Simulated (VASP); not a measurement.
# Lattice of LaB6, functional by functional, part 2 of 3

Which functional gives which lattice for LaB6? The starting structure is a measured crystal structure from the Crystallography Open Database. The first relaxation on each setting starts from this cell expanded by 3 % in volume.

VASP 6.6.1.

Results so far: PBEsol 10.07 Å³ an atom; LDA 9.84 Å³ an atom; PBE 10.24 Å³ an atom.

### Step 5. Relaxation with PBEsol + D3(BJ)

Level of this step: PBEsol with D3(BJ); plane waves and PAW (La, B) (VASP).

D3 with Becke-Johnson damping keeps a finite attraction at short range. This run starts from the cell of an earlier relaxation, which isn't shown; the restart sets up the plane waves anew.

INCAR reads:

```
SYSTEM = LaB6
PREC = Accurate
ENCUT = 450
EDIFF = 1E-06
NELM = 100
ISMEAR = 0
SIGMA = 0.05
LREAL = .FALSE.
ALGO = Normal
GGA = PS
IVDW = 12
NBANDS = 21
LASPH = .TRUE.
LORBIT = 11
LWAVE = .FALSE.
LCHARG = .FALSE.
KPAR = 8
IBRION = 2
NSW = 50
ISIF = 3
EDIFFG = -0.006
```

POSCAR reads:

```
LaB6
1.0
    4.1019622548      0.0000000000      0.0000000000
    0.0000000000      4.1019622548      0.0000000000
    0.0000000000      0.0000000000      4.1019622548
La B
1 6
Direct
    0.0000000000      0.0000000000      0.0000000000
    0.5000000000      0.5000000000      0.8007053923
    0.5000000000      0.5000000000      0.1992946077
    0.5000000000      0.8007053923      0.5000000000
    0.8007053923      0.5000000000      0.5000000000
    0.5000000000      0.1992946077      0.5000000000
    0.1992946077      0.5000000000      0.5000000000
```

KPOINTS reads:

```
Automatic mesh
0
Gamma
8 8 8
0 0 0
```

The projector-augmented-wave data sets are La and B (PBE family, release 64).

Command:

```sh
mpirun -np 8 vasp_std
```

The program printed:

```text
[banner, memory and clock lines left out]
running    8 mpi-ranks, on    1 nodes
[...]
[... a notice as in an earlier step ...]

 [... a notice as in an earlier step ...]

 LDA part: xc-table for (Slater+PW92), standard interpolation
 POSCAR, INCAR and KPOINTS ok, starting setup
[...]
entering main loop
       N       E                     dE             d eps       ncg     rms          rms(c)
DAV:   1     0.203949026087E+03    0.20395E+03   -0.10240E+04  1534   0.155E+03
DAV:   2    -0.244577433255E+02   -0.22841E+03   -0.20955E+03  1843   0.289E+02
DAV:   3    -0.548377790242E+02   -0.30380E+02   -0.26640E+02  2216   0.133E+02
DAV:   4    -0.559541822280E+02   -0.11164E+01   -0.11112E+01  2668   0.242E+01
[...]
DAV:  14    -0.515145669946E+02   -0.43904E-06   -0.71666E-05  2636   0.595E-02    0.588E-03
DAV:  15    -0.515145685895E+02   -0.15949E-05   -0.11894E-05  2756   0.234E-02    0.463E-03
DAV:  16    -0.515145684438E+02    0.14574E-06   -0.17623E-06  2227   0.122E-02
   1 F= -.53180237E+02 E0= -.53179767E+02  d E =-.531802E+02
[...]
reached required accuracy - stopping structural energy minimisation
```

Run time: 6.6 s. Hardware: 8 MPI ranks of Intel Xeon 6975P-C (Granite Rapids), shared host; peak memory 1.7 GiB.

OUTCAR, selected parts (step 5):

```text
 Edisp (eV)   -1.66567

  Total       0.00702     0.00702     0.00702    -0.00000     0.00000    -0.00000
  in kB       0.16289     0.16289     0.16289    -0.00000     0.00000    -0.00000
  external pressure =        0.16 kB  Pullay stress =        0.00 kB

 POSITION                                       TOTAL-FORCE (eV/Angst)
 -----------------------------------------------------------------------------------
      0.00000      0.00000      0.00000         0.000000      0.000000     -0.000000
      2.05098      2.05098      3.28446         0.000000      0.000000      0.001062
      2.05098      2.05098      0.81750         0.000000      0.000000     -0.001062
      2.05098      3.28446      2.05098         0.000000      0.001062     -0.000000
      3.28446      2.05098      2.05098         0.001062      0.000000     -0.000000
      2.05098      0.81750      2.05098         0.000000     -0.001062     -0.000000
      0.81750      2.05098      2.05098        -0.001062      0.000000     -0.000000
 -----------------------------------------------------------------------------------
    total drift:                               -0.000000      0.000000      0.000000

  FREE ENERGIE OF THE ION-ELECTRON SYSTEM (eV)
  ---------------------------------------------------
  free  energy   TOTEN  =       -53.1802370455 eV

  energy  without entropy=      -53.1792966530  energy(sigma->0) =      -53.17976685

[... 2 parts as in an earlier step ...]

[... 2 further parts left out ...]
[key lines of the parts left out:]
E-fermi :   8.7498
```

With PBEsol + D3(BJ) the relaxed cell holds 9.860 Å³ an atom, -3.92 % against the measured cell, with a = 4.102 Å. That is -2.06 % from PBEsol.

### Step 6. Relaxation with r2SCAN

r2SCAN adds the kinetic-energy density, costs more than a GGA and is run with LASPH. This run starts from the cell of an earlier relaxation, which isn't shown; the restart sets up the plane waves anew.

Changes to INCAR since step 5:

```diff
@@ -9,6 +9,5 @@
 ALGO = Normal
-GGA = PS
-IVDW = 12
+METAGGA = R2SCAN
+LASPH = .TRUE.
 NBANDS = 21
-LASPH = .TRUE.
 LORBIT = 11
```

POSCAR reads:

```
LaB6
1.0
    4.1523317436      0.0000000000      0.0000000000
    0.0000000000      4.1523317436      0.0000000000
    0.0000000000      0.0000000000      4.1523317436
La B
1 6
Direct
    0.0000000000      0.0000000000      0.0000000000
    0.5000000000      0.5000000000      0.8000132489
    0.5000000000      0.5000000000      0.1999867511
    0.5000000000      0.8000132489      0.5000000000
    0.8000132489      0.5000000000      0.5000000000
    0.5000000000      0.1999867511      0.5000000000
    0.1999867511      0.5000000000      0.5000000000
```

KPOINTS is that of step 5.

Command:

```sh
mpirun -np 8 vasp_std
```

The program printed:

```text
[banner, memory and clock lines left out]
running    8 mpi-ranks, on    1 nodes
[...]
[... a notice as in an earlier step ...]

 [... a notice as in an earlier step ...]

 LDA part: xc-table for (None), standard interpolation
 POSCAR, INCAR and KPOINTS ok, starting setup
[...]
entering main loop
       N       E                     dE             d eps       ncg     rms          rms(c)
DAV:   1     0.180448568051E+03    0.18045E+03   -0.10517E+04  1526   0.159E+03
DAV:   2    -0.509851933295E+02   -0.23143E+03   -0.21117E+03  1779   0.297E+02
DAV:   3    -0.864844062630E+02   -0.35499E+02   -0.32684E+02  2241   0.136E+02
DAV:   4    -0.877614393312E+02   -0.12770E+01   -0.12637E+01  2616   0.265E+01
[...]
DAV:  13    -0.782158945548E+02    0.18934E-03   -0.15281E-03  2532   0.278E-01    0.739E-03
DAV:  14    -0.782158990292E+02   -0.44743E-05   -0.66990E-05  2412   0.636E-02    0.438E-03
DAV:  15    -0.782158986547E+02    0.37448E-06   -0.49462E-06  2602   0.180E-02
   1 F= -.78215899E+02 E0= -.78215384E+02  d E =-.782159E+02
[...]
reached required accuracy - stopping structural energy minimisation
```

Run time: 19 s. Hardware: 8 MPI ranks; peak memory 1.6 GiB.

Parts of OUTCAR (step 6):

```text
  Total        0.0200586      0.0200586      0.0200586     -0.0000000     -0.0000000     -0.0000000
  in kB        0.4488844      0.4488844      0.4488844     -0.0000000     -0.0000000     -0.0000000
  external PRESSURE =       0.4488844 kB  Pullay stress =       0.0000000 kB

 POSITION                                       TOTAL-FORCE (eV/Angst)
 -----------------------------------------------------------------------------------
      0.00000      0.00000      0.00000         0.000000      0.000000      0.000000
      2.07617      2.07617      3.32192         0.000000     -0.000000      0.005283
      2.07617      2.07617      0.83041         0.000000     -0.000000     -0.005283
      2.07617      3.32192      2.07617        -0.000000      0.005283      0.000000
      3.32192      2.07617      2.07617         0.005283      0.000000      0.000000
      2.07617      0.83041      2.07617         0.000000     -0.005283      0.000000
      0.83041      2.07617      2.07617        -0.005283     -0.000000      0.000000
 -----------------------------------------------------------------------------------
    total drift:                               -0.000000     -0.000000      0.000000

  FREE ENERGIE OF THE ION-ELECTRON SYSTEM (eV)
  ---------------------------------------------------
  free  energy   TOTEN  =       -78.2158986547 eV

  energy  without entropy=      -78.2148693532  energy(sigma->0) =      -78.21538400

[... 2 parts as in an earlier step ...]

[... 2 further parts left out ...]
[key lines of the parts left out:]
E-fermi :   8.7353
```

With r2SCAN the relaxed cell holds 10.228 Å³ an atom, -0.34 % against the measured cell, with a = 4.152 Å. That is +1.59 % from PBEsol.

### Step 7. Relaxation with r2SCAN + rVV10

rVV10 adds a nonlocal correlation energy for dispersion. This run starts from the cell of an earlier relaxation, which isn't shown; the restart sets up the plane waves anew.

Changes to INCAR since step 6:

```diff
@@ -10,2 +10,6 @@
 METAGGA = R2SCAN
+LUSE_VDW = .TRUE.
+IVDW_NL = 2
+BPARAM = 11.95
+CPARAM = 0.0093
 LASPH = .TRUE.
```

POSCAR reads:

```
LaB6
1.0
    4.1480996208      0.0000000000      0.0000000000
    0.0000000000      4.1480996208      0.0000000000
    0.0000000000      0.0000000000      4.1480996208
La B
1 6
Direct
    0.0000000000      0.0000000000      0.0000000000
    0.5000000000      0.5000000000      0.8001641007
    0.5000000000      0.5000000000      0.1998358993
    0.5000000000      0.8001641007      0.5000000000
    0.8001641007      0.5000000000      0.5000000000
    0.5000000000      0.1998358993      0.5000000000
    0.1998358993      0.5000000000      0.5000000000
```

KPOINTS is that of step 6.

Command:

```sh
mpirun -np 8 vasp_std
```

The program printed:

```text
[banner, memory and clock lines left out]
running    8 mpi-ranks, on    1 nodes
[...]
[... a notice as in an earlier step ...]

|                                                                             |
|               ----> ADVICE to this user running VASP <----                  |
|                                                                             |
|     You have switched on vdW-DFT.                                           |
|     This routine was written and supplied by Jiri Klimes. We recommend      |
|     that you carefully read and cite the following publications:            |
|       J. Klimes, D.R. Bowler, A. Michelides                                 |
|          J. Phys.: Cond Matt. 22 022201 (2010)                              |
|       J. Klimes, D.R. Bowler, A. Michelides                                 |
|          Phys. Rev. B. 83, 195131 (2011)                                    |
|     and references therein.                                                 |
[...]
Total rVV10 correction in eV:      0.2992725    30.3007916
Total rVV10 correction in eV:      0.2992725    30.3007916
Total rVV10 correction in eV:      0.2992725    30.3007916
DAV:  28    -0.779154071816E+02   -0.18905E-06   -0.11654E-07   935   0.322E-03
Total rVV10 correction in eV:      0.2992830    30.3008042
Total rVV10 correction in eV:      0.2992830    30.3008042
Total rVV10 correction in eV:      0.2992830    30.3008042
Total rVV10 correction in eV:      0.2992830    30.3008042
Total rVV10 correction in eV:      0.2992830    30.3008042
Total rVV10 correction in eV:      0.2992830    30.3008042
Total rVV10 correction in eV:      0.2992830    30.3008042
Total rVV10 correction in eV:      0.2992830    30.3008042
Total rVV10 correction in eV:      0.2992740    30.3007917
Total rVV10 correction in eV:      0.2992740    30.3007917
Total rVV10 correction in eV:      0.2992740    30.3007917
Total rVV10 correction in eV:      0.2992740    30.3007917
Total rVV10 correction in eV:      0.2992740    30.3007917
Total rVV10 correction in eV:      0.2992740    30.3007917
Total rVV10 correction in eV:      0.2992740    30.3007917
Total rVV10 correction in eV:      0.2992740    30.3007917
   1 F= -.77915407E+02 E0= -.77914900E+02  d E =-.779154E+02
[...]
reached required accuracy - stopping structural energy minimisation
```

Run time: 70 s. Hardware: 8 MPI ranks; peak memory 2.6 GiB.

From OUTCAR (step 7):

```text
  Total       -0.0071959     -0.0071959     -0.0071959     -0.0000000     -0.0000000     -0.0000000
  in kB       -0.1615291     -0.1615291     -0.1615291     -0.0000000     -0.0000000     -0.0000000
  external PRESSURE =      -0.1615291 kB  Pullay stress =       0.0000000 kB

 POSITION                                       TOTAL-FORCE (eV/Angst)
 -----------------------------------------------------------------------------------
      0.00000      0.00000      0.00000         0.000000      0.000000     -0.000000
      2.07405      2.07405      3.31916        -0.000000      0.000000      0.004917
      2.07405      2.07405      0.82894         0.000000      0.000000     -0.004917
      2.07405      3.31916      2.07405        -0.000000      0.004917     -0.000000
      3.31916      2.07405      2.07405         0.004917      0.000000     -0.000000
      2.07405      0.82894      2.07405         0.000000     -0.004917     -0.000000
      0.82894      2.07405      2.07405        -0.004917      0.000000     -0.000000
 -----------------------------------------------------------------------------------
    total drift:                                0.000000     -0.000000     -0.000000

  FREE ENERGIE OF THE ION-ELECTRON SYSTEM (eV)
  ---------------------------------------------------
  free  energy   TOTEN  =       -77.9154071816 eV

  energy  without entropy=      -77.9143923305  energy(sigma->0) =      -77.91489976

[... 2 parts as in an earlier step ...]

[... 2 further parts left out ...]
[key lines of the parts left out:]
E-fermi :   8.7431
```

With r2SCAN + rVV10 the relaxed cell holds 10.196 Å³ an atom, -0.64 % against the measured cell, with a = 4.148 Å. That is +1.28 % from PBEsol.

### Step 8. Relaxation with optB86b-vdW

optB86b-vdW pairs nonlocal correlation with a less repulsive exchange of B86b form. This run starts from the cell of an earlier relaxation, which isn't shown; the restart sets up the plane waves anew.

Changes to INCAR since step 7:

```diff
@@ -9,7 +9,7 @@
 ALGO = Normal
-METAGGA = R2SCAN
+GGA = MK
+AGGAC = 0
 LUSE_VDW = .TRUE.
-IVDW_NL = 2
-BPARAM = 11.95
-CPARAM = 0.0093
+PARAM1 = 0.1234
+PARAM2 = 1
 LASPH = .TRUE.
```

POSCAR reads:

```
LaB6
1.0
    4.1475559875      0.0000000000      0.0000000000
    0.0000000000      4.1475559875      0.0000000000
    0.0000000000      0.0000000000      4.1475559875
La B
1 6
Direct
    0.0000000000      0.0000000000      0.0000000000
    0.5000000000      0.5000000000      0.8006817180
    0.5000000000      0.5000000000      0.1993182820
    0.5000000000      0.8006817180      0.5000000000
    0.8006817180      0.5000000000      0.5000000000
    0.5000000000      0.1993182820      0.5000000000
    0.1993182820      0.5000000000      0.5000000000
```

KPOINTS is that of step 7.

Command:

```sh
mpirun -np 8 vasp_std
```

The program printed:

```text
[banner, memory and clock lines left out]
running    8 mpi-ranks, on    1 nodes
[...]
[... a notice as in an earlier step ...]

 [... a notice as in an earlier step ...]

 [... a notice as in an earlier step ...]

 LDA part: xc-table for (Slater+PW92), standard interpolation
 POSCAR, INCAR and KPOINTS ok, starting setup
[...]
entering main loop
       N       E                     dE             d eps       ncg     rms          rms(c)
DAV:   1     0.212506782593E+03    0.21251E+03   -0.10303E+04  1534   0.157E+03
DAV:   2    -0.152534167256E+02   -0.22776E+03   -0.20748E+03  1853   0.284E+02
DAV:   3    -0.465097344595E+02   -0.31256E+02   -0.28601E+02  2162   0.140E+02
DAV:   4    -0.476287789690E+02   -0.11190E+01   -0.11145E+01  2758   0.233E+01
[...]
DAV:  13    -0.433451494270E+02    0.41353E-03   -0.23069E-03  2620   0.427E-01    0.549E-03
DAV:  14    -0.433451587821E+02   -0.93551E-05   -0.93307E-05  2010   0.635E-02    0.329E-03
DAV:  15    -0.433451596457E+02   -0.86364E-06   -0.94942E-06  2642   0.220E-02
   1 F= -.43345160E+02 E0= -.43344652E+02  d E =-.433452E+02
[...]
reached required accuracy - stopping structural energy minimisation
```

Run time: 25 s. Hardware: 8 MPI ranks; peak memory 3.1 GiB.

(Part 2 of 3 ends here.)

[Lines on the potential files, build, host, timing and source positions are cut from VASP's logs without a mark.]

[Logs are printed without paths, hosts, clocks, repeated set-up lines and the standing remarks that a program may print on its own settings, such as how far it seeks lower states.]

[Hosts, paths, dates, database ids (printed as entryN), source tags and the programs' standing remarks are cut or masked in the printed files.]
